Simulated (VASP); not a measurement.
A run of VASP 6.6.1:

INCAR

```
ALGO = Fast ; EDIFF = 1E-7
EDIFFG = -0.01 ; ENCUT = 300
GGA = PE ; IBRION = 2
ISIF = 4 ; ISMEAR = 0
KPAR = 2 ; LASPH = T
LCHARG = F ; LREAL = F
LWAVE = F ; NELM = 80
NSW = 40 ; PREC = Accurate
SIGMA = 0.03
```

Contents of KPOINTS:

```
k-points
0
Gamma
  5 5 1
```

File POSCAR:

```
WSe2                                    
1.0
    3.3150353271      0.0000000000      0.0000000000
   -1.6575176636      2.8709048078     -0.0000000000
    0.0000000000      0.0000000000     14.6491556107
  W               Se            
     2     4
Direct
     0.3333333332999970    0.6666666667000030    0.2500000000000000
     0.6666666667000030    0.3333333332999970    0.7500000000000000
     0.3333333332999970    0.6666666667000030    0.6355301918899666
     0.6666666667000030    0.3333333332999970    0.1355301918899666
     0.3333333332999970    0.6666666667000030    0.8644698081100334
     0.6666666667000030    0.3333333332999970    0.3644698081100334
```

Potentials or basis: VASP PAW PBE potentials, release 64 (W, Se).

Command:

```console
$ cat potpaw_PBE.64/W/POTCAR potpaw_PBE.64/Se/POTCAR > POTCAR
$ mpirun -np 2 vasp_std > vasp.out
```

Hardware: 2 MPI ranks on Intel(R) Xeon(R) 6975P-C (Granite Rapids), on a shared host.

Task: Estimate the wall time of this run.

Result: Wall time 7.2 s on 2 MPI ranks on Intel(R) Xeon(R) 6975P-C (Granite Rapids) (shared host), peak memory 0.15 GiB a rank. Counts: scf iterations 19, k points 5, ion steps 1.
